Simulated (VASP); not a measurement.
A run of VASP 6.6.1:

The input INCAR:

```
PREC = Accurate ; ENCUT = 520
EDIFF = 1E-7 ; ISMEAR = 0
SIGMA = 0.1 ; LREAL = F
LASPH = T ; NELM = 100
ALGO = Fast ; ISIF = 3
LWAVE = F ; LCHARG = F
GGA = PE ; IBRION = 2
NSW = 80 ; EDIFFG = -0.002
```

File KPOINTS:

```
regular mesh
0
Gamma
  4 4 4
```

POSCAR

```
NbP                                     
1.0
   -1.6674159476      1.6674159476      5.7688283988
    1.6674159476     -1.6674159476      5.7688283988
    1.6674159476      1.6674159476     -5.7688283988
  Nb              P             
     2     2
Direct
     0.7497129514538871    0.7497129514538871    0.0000000000000000
     0.4997129514538869    0.9997129514538871    0.5000000000000000
     0.3329156185461102    0.3329156185461102    0.0000000000000000
     0.0829156285461110    0.5829156285461109    0.5000000000000000
```

Potentials or basis: VASP PAW PBE potentials, release 64 (Nb_sv, P).

Launch:

```bash
$ cat potpaw_PBE.64/Nb_sv/POTCAR potpaw_PBE.64/P/POTCAR > POTCAR
$ mpirun -np 1 vasp_std > vasp.out
```

Hardware: 1 thread of Intel(R) Xeon(R) 6975P-C (Granite Rapids) (shared host).

Estimate the wall time of this run.

Run time: 96 s on 1 thread of Intel(R) Xeon(R) 6975P-C (Granite Rapids), on a shared host, peak memory 0.32 GiB. Counts: scf iterations 46, k points 13, ion steps 1.
